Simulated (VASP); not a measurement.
# Al2Cu (Khatyrkite): structure and properties in VASP, part 2 of 5

What structure does Al2Cu (Khatyrkite) take at this level, and what are its properties? Left out of this account: 1 further run (bands with LDA: it shows nothing beyond the runs told). The start is a cell from a database of measured crystal structures.

VASP 6.6.1; LDA; plane waves and PAW (Al, Cu).

Still holding for the runs below: The k-mesh is coarse for a metal.

So far. Step 2 (Full relaxation (LDA)): It ends with a largest force of 0.004 eV/Å and a pressure of 0.00 GPa. The volume lies -6.1 % from that of the database's start, which holds the thermal and zero-point expansion of its experiment. LDA is known to overbind.

## (3) Second relaxation

A relaxation keeps the plane waves of the cell it began with, so it is repeated from the new cell, on a basis made for it.

INCAR

```
SYSTEM = Al2Cu
PREC = Accurate
ENCUT = 400
EDIFF = 1E-06
NELM = 100
ISMEAR = 1
SIGMA = 0.2
LREAL = .FALSE.
ALGO = Normal
GGA = CA
NBANDS = 23
LASPH = .TRUE.
LORBIT = 11
LWAVE = .FALSE.
LCHARG = .FALSE.
KPAR = 4
IBRION = 2
NSW = 60
ISIF = 3
EDIFFG = -0.01
```

POSCAR

```
Al2Cu
1.0
   -2.9563246925      2.9563246925      2.4105085548
    2.9563246925     -2.9563246925      2.4105085548
    2.9563246925      2.9563246925     -2.4105085548
Al Cu
4 2
Direct
    0.6599107228      0.1599107228      0.8198214456
    0.1599107228      0.3400892772      0.5000000000
    0.3400892772      0.8400892772      0.1801785544
    0.8400892772      0.6599107228      0.5000000000
    0.2500000000      0.2500000000      0.0000000000
    0.7500000000      0.7500000000      0.0000000000
```

KPOINTS

```
Automatic mesh
0
Gamma
6 6 6
0 0 0
```

The projector-augmented-wave data sets are Al and Cu (LDA family, release 64).

The run is started by

```bash
$ mpirun -np 4 vasp_std
```

The program printed:

```text
[... set-up lines as in an earlier step ...]
 entering main loop
       N       E                     dE             d eps       ncg     rms          rms(c)
DAV:   1     0.171391949001E+03    0.17139E+03   -0.11788E+04  1380   0.139E+03
DAV:   2    -0.217509675877E+02   -0.19314E+03   -0.18339E+03  1380   0.291E+02
DAV:   3    -0.319837419967E+02   -0.10233E+02   -0.97524E+01  1865   0.906E+01
DAV:   4    -0.322394583222E+02   -0.25572E+00   -0.25508E+00  2016   0.123E+01
DAV:   5    -0.322441194618E+02   -0.46611E-02   -0.46605E-02  2001   0.149E+00    0.214E+01
DAV:   6    -0.369543159162E+02   -0.47102E+01   -0.13551E+02  1710   0.315E+02    0.176E+01
DAV:   7    -0.277807666075E+02    0.91735E+01   -0.32393E+01  1727   0.127E+02    0.408E+00
DAV:   8    -0.273795552836E+02    0.40121E+00   -0.33920E+00  2183   0.382E+01    0.120E+00
DAV:   9    -0.273562804599E+02    0.23275E-01   -0.17271E-01  1691   0.310E+00    0.478E-01
DAV:  10    -0.273563690891E+02   -0.88629E-04   -0.10336E-02  2271   0.116E+00    0.440E-01
DAV:  11    -0.273539140375E+02    0.24551E-02   -0.25543E-03  2215   0.132E+00    0.241E-01
DAV:  12    -0.273527385674E+02    0.11755E-02   -0.56617E-03  2231   0.194E+00    0.208E-02
DAV:  13    -0.273527708787E+02   -0.32311E-04   -0.38103E-04  1590   0.145E-01    0.259E-02
DAV:  14    -0.273527660329E+02    0.48458E-05   -0.18982E-05  2283   0.788E-02    0.122E-02
DAV:  15    -0.273527645835E+02    0.14494E-05   -0.67037E-06  1851   0.677E-02    0.182E-03
DAV:  16    -0.273527646439E+02   -0.60395E-07   -0.39382E-07  1047   0.672E-03
   1 F= -.27352765E+02 E0= -.27352193E+02  d E =-.273528E+02
 curvature:   0.00 expect dE= 0.000E+00 dE for cont linesearch  0.000E+00
 trial: gam= 0.00000 g(F)=  0.334E-05 g(S)=  0.268E-04 ort = 0.000E+00 (trialstep = 0.100E+01)
 search vector abs. value=  0.302E-04
 reached required accuracy - stopping structural energy minimisation
```

Wall time 12 s (4 MPI ranks of Intel Xeon Platinum 8259CL at 2.50GHz (Skylake/Cascade Lake), shared host); peak memory 0.66 GiB; 40 s of CPU time.

OUTCAR, selected parts (step 3):

```text
  LATTYP: Found a body centered tetragonal cell.
 ALAT       =     5.9126493850
 C/A-ratio  =     0.8153734131

 Found     30 irreducible k-points:

   ENCUT  =  400.0 eV  29.40 Ry    5.42 a.u.   7.87  7.87  7.87*2*pi/ulx,y,z

   NELECT =      34.0000    total number of electrons

 E-fermi :   8.3128

 k-point     1 :       0.0000    0.0000    0.0000
  band No.  band energies     occupation
    ...
     15       6.8592      2.00000
     16       7.0909      2.00000
     17       7.0909      2.00000
     18       7.5621      2.00000
     19       8.2065      1.77392
     20       8.5257     -0.06117
     21       9.9431     -0.00000
     22       9.9431     -0.00000
     23      10.0043     -0.00000

 k-point     2 :       0.1667   -0.0000    0.0000
  band No.  band energies     occupation
    ...
     14       5.5794      2.00000
     15       6.3401      2.00000
     16       6.5379      2.00000
     17       7.4999      2.00000
     18       7.5695      2.00000
     19       8.5680     -0.07016
     20       9.8936     -0.00000
     21      10.9366     -0.00000
     22      11.0501     -0.00000
     23      12.2549     -0.00000

  Total       -0.0394500     -0.0394500     -0.0149408      0.0000000     -0.0000000      0.0000000
  in kB       -0.7500406     -0.7500406     -0.2840606      0.0000000     -0.0000000      0.0000000
  external PRESSURE =      -0.5947139 kB  Pullay stress =       0.0000000 kB

  energy-cutoff  :      400.00
  volume of cell :       84.27
      direct lattice vectors                 reciprocal lattice vectors
    -2.956324692  2.956324692  2.410508555     0.000000000  0.169128919  0.207425109
     2.956324692 -2.956324692  2.410508555     0.169128919  0.000000000  0.207425109
     2.956324692  2.956324692 -2.410508555     0.169128919  0.169128919  0.000000000

 POSITION                                       TOTAL-FORCE (eV/Angst)
 -----------------------------------------------------------------------------------
      0.94550      3.90182      0.00000         0.002942      0.002942     -0.000000
      2.01083      0.94550      0.00000        -0.002942      0.002942      0.000000
      2.01083     -0.94550      2.41051        -0.002942     -0.002942      0.000000
      0.94550      2.01083      2.41051         0.002942     -0.002942      0.000000
      0.00000      0.00000      1.20525         0.000000      0.000000      0.000000
      0.00000      0.00000      3.61576        -0.000000      0.000000      0.000000
 -----------------------------------------------------------------------------------
    total drift:                               -0.000000     -0.000000     -0.000000

  FREE ENERGIE OF THE ION-ELECTRON SYSTEM (eV)
  ---------------------------------------------------
  free  energy   TOTEN  =       -27.3527646439 eV

  energy  without entropy=      -27.3510495430  energy(sigma->0) =      -27.35219294

 total charge
# of ion       s       p       d       tot
------------------------------------------
    1        0.428   0.366   0.000   0.794
    2        0.428   0.366   0.000   0.794
    3        0.428   0.366   0.000   0.794
    4        0.428   0.366   0.000   0.794
    5        0.525   0.573   9.134  10.232
    6        0.525   0.573   9.134  10.232
--------------------------------------------------
tot          2.763   2.610  18.269  23.642

[... 6 parts as in an earlier step ...]

[... 6 further parts left out ...]
```

CONTCAR:

```
Al2Cu
   1.00000000000000
    -2.9563246925000000    2.9563246925000000    2.4105085547999998
     2.9563246925000000   -2.9563246925000000    2.4105085547999998
     2.9563246925000000    2.9563246925000000   -2.4105085547999998
  Al              Cu
     4     2
Direct
     0.6599107227999994    0.1599107227999994    0.8198214455999988
     0.1599107227999994    0.3400892772000006    0.5000000000000000
     0.3400892772000006    0.8400892772000006    0.1801785544000012
     0.8400892772000006    0.6599107227999994    0.5000000000000000
     0.2500000000000000    0.2500000000000000    0.0000000000000000
     0.7500000000000000    0.7500000000000000    0.0000000000000000
```

Little changed from the start: no atom moved by 0.005 Å and no cell edge by 0.1 %.

Numbers from this step:

```yaml
free_energy_toten: -27.35 eV
energy_at_zero_smearing: -27.35 eV
pressure: -0.05947 GPa
scf_cycles_over_all_ionic_steps: 16
```

It ends with a largest force of 0.004 eV/Å and a pressure of -0.06 GPa. The volume moved by under 0.01 %: the run met its threshold at the first step.

## (4) Density, ELF and potential (LDA)

A single point on the relaxed cell gives a clean self-consistent state, with density, ELF and potential written out.

INCAR: that of step 3 with these lines changed.

```diff
@@ -14,7 +14,5 @@
 LWAVE = .FALSE.
-LCHARG = .FALSE.
-KPAR = 4
-IBRION = 2
-NSW = 60
-ISIF = 3
-EDIFFG = -0.01
+LCHARG = .TRUE.
+ISIF = 2
+LELF = .TRUE.
+LVHAR = .TRUE.
```

POSCAR is that of step 3.

KPOINTS is that of step 3.

The run is started by

```bash
$ mpirun -np 4 vasp_std
```

The program printed:

```text
[banner, memory and clock lines left out]
running    4 mpi-ranks, on    1 nodes
 distrk:  each k-point on    4 cores,    1 groups
 distr:  one band on    1 cores,    4 groups

 POSCAR found type information on POSCAR AlCu
 POSCAR found :  2 types and       6 ions
 LDA part: xc-table for (Slater(with rela. corr.)+CA(PZ))
 , standard interpolation
|                                                                             |
|           W    W    AA    RRRRR   N    N  II  N    N   GGGG   !!!           |
|           W    W   A  A   R    R  NN   N  II  NN   N  G    G  !!!           |
|           W    W  A    A  R    R  N N  N  II  N N  N  G       !!!           |
|           W WW W  AAAAAA  RRRRR   N  N N  II  N  N N  G  GGG   !            |
|           WW  WW  A    A  R   R   N   NN  II  N   NN  G    G                |
|           W    W  A    A  R    R  N    N  II  N    N   GGGG   !!!           |
|                                                                             |
|     The number of bands has been changed from the values supplied in        |
|     The orbitals not found in the WAVECAR file will be initialized with     |
|     random numbers, which is usually adequate. For correlated               |
|     calculations, however, you should redo the groundstate calculation.     |
|     I found NBANDS = 23. Now, NBANDS = 24.                                  |
|                                                                             |

 POSCAR, INCAR and KPOINTS ok, starting setup
 FFT: planning ... GRIDC
 FFT: planning ... GRID_SOFT
 FFT: planning ... GRID
 WAVECAR not read
 entering main loop
       N       E                     dE             d eps       ncg     rms          rms(c)
DAV:   1     0.165346850549E+03    0.16535E+03   -0.11869E+04  1448   0.134E+03
DAV:   2    -0.220644240505E+02   -0.18741E+03   -0.17688E+03  1440   0.279E+02
DAV:   3    -0.319946606111E+02   -0.99302E+01   -0.95166E+01  1976   0.852E+01
DAV:   4    -0.322389172641E+02   -0.24426E+00   -0.24407E+00  1904   0.117E+01
DAV:   5    -0.322440478020E+02   -0.51305E-02   -0.51297E-02  2112   0.157E+00    0.214E+01
DAV:   6    -0.369972715174E+02   -0.47532E+01   -0.12572E+02  1736   0.302E+02    0.177E+01
DAV:   7    -0.277820689614E+02    0.92152E+01   -0.31038E+01  1760   0.122E+02    0.405E+00
DAV:   8    -0.273793122936E+02    0.40276E+00   -0.32410E+00  2256   0.373E+01    0.126E+00
DAV:   9    -0.273557685013E+02    0.23544E-01   -0.17457E-01  1840   0.358E+00    0.433E-01
DAV:  10    -0.273567196295E+02   -0.95113E-03   -0.10886E-02  2432   0.161E+00    0.459E-01
DAV:  11    -0.273534203734E+02    0.32993E-02   -0.44472E-03  2264   0.182E+00    0.184E-01
DAV:  12    -0.273527527427E+02    0.66763E-03   -0.37096E-03  2312   0.145E+00    0.226E-02
DAV:  13    -0.273527709534E+02   -0.18211E-04   -0.24397E-04  1688   0.114E-01    0.254E-02
DAV:  14    -0.273527653494E+02    0.56039E-05   -0.18048E-05  2368   0.892E-02    0.111E-02
DAV:  15    -0.273527645726E+02    0.77680E-06   -0.37118E-06  1544   0.483E-02
   1 F= -.27352765E+02 E0= -.27352193E+02  d E =-.171472E-02
```

Wall time 12 s (4 MPI ranks); peak memory 0.5 GiB; 39 s of CPU time.

Parts of OUTCAR (step 4):

```text
 Found     30 irreducible k-points:

   k-points           NKPTS =     30   k-points in BZ     NKDIM =     30   number of bands    NBANDS=     24

   NELECT =      34.0000    total number of electrons

 E-fermi :   8.3128

 k-point     1 :       0.0000    0.0000    0.0000
  band No.  band energies     occupation
    ...
     15       6.8593      2.00000
     16       7.0909      2.00000
     17       7.0909      2.00000
     18       7.5620      2.00000
     19       8.2064      1.77399
     20       8.5256     -0.06115
     21       9.9431     -0.00000
     22       9.9431     -0.00000
     23      10.0042     -0.00000
     24      13.9924      0.00000

 k-point     2 :       0.1667   -0.0000    0.0000
  band No.  band energies     occupation
    ...
     14       5.5794      2.00000
     15       6.3400      2.00000
     16       6.5379      2.00000
     17       7.4999      2.00000
     18       7.5695      2.00000
     19       8.5679     -0.07017
     20       9.8935     -0.00000
     21      10.9366     -0.00000
     22      11.0501     -0.00000
     23      12.2548     -0.00000
    ...

  Total       -0.0116982     -0.0116982      0.0129225      0.0000000      0.0000000      0.0000000
  in kB       -0.2224112     -0.2224112      0.2456882      0.0000000      0.0000000      0.0000000
  external PRESSURE =      -0.0663781 kB  Pullay stress =       0.0000000 kB

 POSITION                                       TOTAL-FORCE (eV/Angst)
 -----------------------------------------------------------------------------------
      0.94550      3.90182      0.00000         0.002900      0.002900      0.000000
      2.01083      0.94550      0.00000        -0.002900      0.002900     -0.000000
      2.01083     -0.94550      2.41051        -0.002900     -0.002900     -0.000000
      0.94550      2.01083      2.41051         0.002900     -0.002900     -0.000000
      0.00000      0.00000      1.20525        -0.000000      0.000000     -0.000000
      0.00000      0.00000      3.61576        -0.000000      0.000000     -0.000000
 -----------------------------------------------------------------------------------
    total drift:                               -0.000000     -0.000000     -0.000000

  FREE ENERGIE OF THE ION-ELECTRON SYSTEM (eV)
  ---------------------------------------------------
  free  energy   TOTEN  =       -27.3527645726 eV

  energy  without entropy=      -27.3510498512  energy(sigma->0) =      -27.35219300

[... 9 parts as in an earlier step ...]

[... 5 further parts left out ...]
```

This step gave:

```yaml
scf_cycles: 15
bands: 24
pressure: -0.006638 GPa
```

Valence electrons inside each PAW sphere by angular momentum. Sphere charges, by row:

```
atom  s (e)  p (e)  d (e)  tot (e)
 Al1  0.428  0.366      0    0.794
 Al2  0.428  0.366      0    0.794
 Al3  0.428  0.366      0    0.794
 Al4  0.428  0.366      0    0.794
 Cu5  0.525  0.573  9.134    10.23
 Cu6  0.525  0.573  9.134    10.23
```

Electrostatic potential energy in the ab plane of the conventional cell at fractional z = 0.000, with atoms of Al within 0.2 Å of it. With pseudopotentials it is smooth inside the atoms' cores, unlike the true potential.

Ten even steps from '_' (-85 eV) to '@' (1 eV), each cell a mean:
```
@@@@@@@@##**##%%@@@@@@@@@@@@@@@@
@@@@@@%%--__::##@@@@@@@@@@@@@@@@
@@@@@@##::____**@@@@@@@@@@@@@@@@
@@@@@@%%==::--##@@@@@@@@##++**%%
@@@@@@@@%%##%%@@@@@@@@%%--__..**
@@@@@@@@@@@@@@@@@@@@@@##::__..**
@@@@@@@@@@@@@@@@@@@@@@%%++::==##
@@@@@@@@@@@@@@@@@@@@@@@@%%%%%%@@
@@##****%%@@@@@@@@@@@@@@@@@@@@@@
%%==....**@@@@@@@@@@@@@@@@@@@@@@
%%::____++@@@@@@@@@@@@@@@@@@@@@@
%%++::--##@@@@@@@@##++**%%@@@@@@
@@%%##%%@@@@@@@@%%--__..**@@@@@@
@@@@@@@@@@@@@@@@%%--____++@@@@@@
@@@@@@@@@@@@@@@@%%++----##@@@@@@
@@@@@@@@@@@@@@@@@@%%%%%%@@@@@@@@
```
Columns run along a (5.9 Å; values clipped at the 3rd and 97th percentile), rows up along b (5.9 Å), edges of the conventional cell, whose origin can differ from the input's. Atoms in or near the plane, at fractional coordinates: Al at (0.66, 0.16), Al at (0.84, 0.66), Al at (0.34, 0.84), Al at (0.16, 0.34).

ELF in the ab plane of the conventional cell at fractional z = 0.000, with atoms of Al within 0.2 Å of it. It is the smooth field of the valence electrons, not physical close to the nuclei.

Ten even steps from '0' (0.02) to '9' (0.85), each cell a mean:
```
3356436998545443
4466202675334554
5555100354234566
5443112454332356
5333456654541014
6433456545651014
8643454334663148
9865554333565579
9844664333454569
7411565445543347
5100355456653235
5311244565433334
6654333442003545
5665323552004654
3454445786225653
3345557998546543
```
Columns run along a (5.9 Å), rows up along b (5.9 Å), edges of the conventional cell, whose origin can differ from the input's. Atoms in or near the plane, at fractional coordinates: Al at (0.66, 0.16), Al at (0.84, 0.66), Al at (0.34, 0.84), Al at (0.16, 0.34).

Valence density in the ab plane of the conventional cell at fractional z = 0.000, with atoms of Al within 0.2 Å of it. It is the smooth field of the valence electrons, not physical close to the nuclei.

Values in e/Å³, 16 rows by 16 columns, each cell a mean:
```
0.33 0.30 0.26 0.24 0.20 0.17 0.21 0.26 0.25 0.21 0.18 0.17 0.18 0.22 0.27 0.32
0.27 0.26 0.25 0.23 0.14 0.06 0.11 0.21 0.21 0.17 0.14 0.14 0.17 0.21 0.25 0.28
0.23 0.21 0.21 0.20 0.10 0.01 0.06 0.17 0.19 0.15 0.13 0.14 0.17 0.22 0.25 0.25
0.20 0.17 0.17 0.17 0.13 0.09 0.14 0.20 0.19 0.16 0.15 0.16 0.16 0.16 0.20 0.23
0.18 0.15 0.14 0.15 0.17 0.20 0.23 0.24 0.21 0.19 0.19 0.18 0.10 0.04 0.09 0.18
0.20 0.15 0.13 0.14 0.17 0.21 0.25 0.26 0.25 0.23 0.23 0.22 0.11 0.01 0.07 0.18
0.23 0.18 0.15 0.15 0.17 0.21 0.26 0.30 0.30 0.28 0.26 0.24 0.17 0.11 0.16 0.23
0.26 0.23 0.20 0.18 0.20 0.23 0.27 0.33 0.35 0.30 0.26 0.23 0.20 0.19 0.22 0.26
0.26 0.23 0.18 0.18 0.23 0.25 0.28 0.32 0.33 0.29 0.24 0.20 0.17 0.17 0.19 0.23
0.22 0.16 0.07 0.09 0.20 0.25 0.25 0.27 0.28 0.27 0.23 0.18 0.15 0.14 0.15 0.19
0.19 0.11 0.01 0.04 0.16 0.22 0.21 0.22 0.25 0.26 0.23 0.19 0.15 0.13 0.14 0.17
0.20 0.17 0.11 0.10 0.16 0.17 0.17 0.18 0.22 0.22 0.18 0.16 0.16 0.15 0.15 0.17
0.23 0.24 0.22 0.18 0.16 0.14 0.14 0.17 0.19 0.13 0.05 0.07 0.16 0.19 0.18 0.20
0.26 0.26 0.23 0.19 0.15 0.13 0.14 0.18 0.20 0.12 0.02 0.05 0.18 0.23 0.23 0.24
0.30 0.28 0.23 0.19 0.16 0.15 0.17 0.21 0.24 0.20 0.12 0.13 0.22 0.26 0.27 0.29
0.35 0.30 0.25 0.21 0.19 0.19 0.21 0.25 0.26 0.24 0.20 0.19 0.22 0.24 0.28 0.33
```
Columns run along a (5.9 Å), rows up along b (5.9 Å), edges of the conventional cell, whose origin can differ from the input's. Atoms in or near the plane, at fractional coordinates: Al at (0.66, 0.16), Al at (0.84, 0.66), Al at (0.34, 0.84), Al at (0.16, 0.34).

In this run the pressure is -0.01 GPa, small enough to go on.

(Part 2 of 5 ends here.)

[Lines on the potential files, build, host, timing and source positions are cut from VASP's logs without a mark.]

[Logs are printed without paths, hosts, clocks, repeated set-up lines and the standing remarks that a program may print on its own settings, such as how far it seeks lower states.]

[Hosts, paths, dates, database ids (printed as entryN), source tags and the programs' standing remarks are cut or masked in the printed files.]

[A measured line is paired with the nearest computed mode of its activity, which favours agreement.]
